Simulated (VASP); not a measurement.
A VASP calculation is set up with these files.

File KPOINTS:
```
Automatic mesh
0
Gamma
8 8 8
0 0 0
```

**INCAR**
```
# general
SYSTEM   = YN
PREC     = Accurate
ENCUT    = 520
LREAL    = .FALSE.
LASPH    = .TRUE.

# electronic loop
EDIFF    = 1E-6
NELM     = 100
ALGO     = Normal
LMAXMIX  = 4

# smearing
ISMEAR   = 0
SIGMA    = 0.05

# functional
GGA      = MK
LUSE_VDW = .TRUE.
AGGAC    = 0.0
PARAM1   = 0.1234568
PARAM2   = 0.7114
ZAB_VDW  = -1.8867

# ions
IBRION   = 2
NSW      = 60
ISIF     = 3
EDIFFG   = -0.01

# output
LWAVE    = .FALSE.
LCHARG   = .FALSE.
```

POSCAR:
```
YN
1
    0.0000000000     2.4400000000     2.4400000000
    2.4400000000     0.0000000000     2.4400000000
    2.4400000000     2.4400000000     0.0000000000
Y N
1 1
Direct
  0.0000000000   0.0000000000   0.0000000000
  0.5000000000   0.5000000000   0.5000000000
```

POTCAR, in this order: Y_sv N (PBE.64 set). Program: vasp_std.

**Question.** Write an equivalent input for Quantum ESPRESSO's pw.x.

**Answer.** One equivalent input (not run):
```
&CONTROL
  calculation = 'vc-relax'
  pseudo_dir = './pseudo'
  outdir = './out'
  tprnfor = .true.
  tstress = .true.
  nstep = 60
  forc_conv_thr = 0.00039
/
&SYSTEM
  ibrav = 0
  nat = 2
  ntyp = 2
  ecutwfc = 84
  occupations = 'smearing'
  smearing = 'gaussian'
  degauss = 0.003675
  input_dft = 'vdw-df2-b86r'
/
&ELECTRONS
  conv_thr = 7.3e-08
  electron_maxstep = 100
/
&IONS
/
&CELL
/
ATOMIC_SPECIES
  Y 88.906 Y.upf
  N 14.007 N.upf
CELL_PARAMETERS angstrom
     0.0000000    2.4400000    2.4400000
     2.4400000    0.0000000    2.4400000
     2.4400000    2.4400000    0.0000000
ATOMIC_POSITIONS crystal
  Y    0.0000000  0.0000000  0.0000000
  N    0.5000000  0.5000000  0.5000000
K_POINTS automatic
  8 8 8 0 0 0
```
The two are equivalent in intent, not identical: the potentials are each code's own (VASP's PAW set, PseudoDojo norm-conserving files in pw.x), so ENCUT and ecutwfc are chosen apart and not converted; conv_thr bounds pw.x's estimated SCF error, while EDIFF bounds the energy change between steps; forc_conv_thr acts on force components and is met together with etot_conv_thr.

The compound is YN in the rock salt structure. This run relaxes it. Symmetry was kept, so distortions that lower it aren't found.
